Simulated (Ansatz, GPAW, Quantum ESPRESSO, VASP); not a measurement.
One structure in several programs: Tl2Pd (C2/c, 6 atoms in the cell)

Self-consistent single point.

```
Tl2Pd
1.0
    4.44427    -3.39927     0.00000
    4.44427     3.39927     0.00000
   -3.75125     0.00000     4.44635
Tl Pd
4 2
Direct
  0.49999   0.83217   0.16644
  0.50001   0.16783   0.83356
  0.16783   0.50001   0.33356
  0.83217   0.49999   0.66644
  0.00080   0.99920   0.25000
  0.99920   0.00080   0.75000
```

All programs got the same cell, k-point mesh and kind of occupations (in Ansatz's words: kpoints.mp_grid.grid = 3 3 4; scf.occupations.method = gaussian; scf.occupations.width = 0.01 Ry); potentials, basis and cutoffs are each program's usual ones.

```tsv
code	model	pressure (GPa)	largest force (eV/Å)	cutoff
VASP	LDA (PZ), VASP's LDA PAW potentials (set 64)	-5.70	0.133	300 eV
Quantum ESPRESSO	LDA (PW92), PseudoDojo standard norm-conserving (LDA) pseudopotentials	-5.40	0.137	85 Ry
Ansatz	LDA (PW92), PAW files made with PBE	-5.37	0.140	default
GPAW	LDA (Perdew-Wang 92), GPAW PAW datasets LDA (gpaw-data 1.0.1)	-5.69	0.138	600 eV
```

Size of the force on each atom (eV/Å): Sizes of forces hide their directions.

| code | Tl1 | Tl2 | Tl3 | Tl4 | Pd5 | Pd6 |
|---|---|---|---|---|---|---|
| VASP | 0.133 | 0.133 | 0.133 | 0.133 | 0.006 | 0.006 |
| Quantum ESPRESSO | 0.137 | 0.137 | 0.137 | 0.137 | 0.005 | 0.005 |
| Ansatz | 0.140 | 0.140 | 0.140 | 0.140 | 0.004 | 0.004 |
| GPAW | 0.138 | 0.138 | 0.138 | 0.138 | 0.005 | 0.005 |

The spread over the programs that give each value: pressure within 0.33 GPa; largest force within 0.007 eV/Å.

The starting cell comes from a database of computed structures (which also holds hypothetical and non-ambient phases and stackings), without a prior relaxation at this level. Its lattice was rescaled by a random factor within 2.5 % of one. On Ansatz's run: Spin-orbit coupling is off. Spin polarisation is off. In the base run, with a pressure of about -5 GPa the cell is away from its equilibrium volume at this level. Without a gap this mesh is coarse (it stands for a supercell whose shortest vector is 17 Å).

Q: Why do the programs differ, and what cannot be compared?

A: Differences of this kind can come from the potentials, where these differ, and from what each basis and cutoff leave unconverged. The valence holds different numbers of electrons (VASP 72, Quantum ESPRESSO 88, Ansatz (a quantum-chemistry and plane-wave program) 88, GPAW 84). The zero of total energies and Fermi levels follows the potentials and each program's conventions, so they are not compared here. Ansatz's pressure is given at a fixed set of plane waves, as the other plane-wave codes print theirs. Ansatz's smearing width was typed in Ry to four decimals, so it matches the others to a few per cent. The same LDA comes in different parametrisations, which differ slightly.

The shared mesh is coarse (it stands for a supercell whose shortest vector is 17 Å), so the values are not converged in it.

VASP's run is marked for a possible Pulay error in its stress at this cutoff; no cutoff test was made.

Left out of this page: ABINIT, CP2K, Elk, FLEUR and SIESTA (not drawn, or without a comparable value).

Keys are those of Ansatz 0.2.
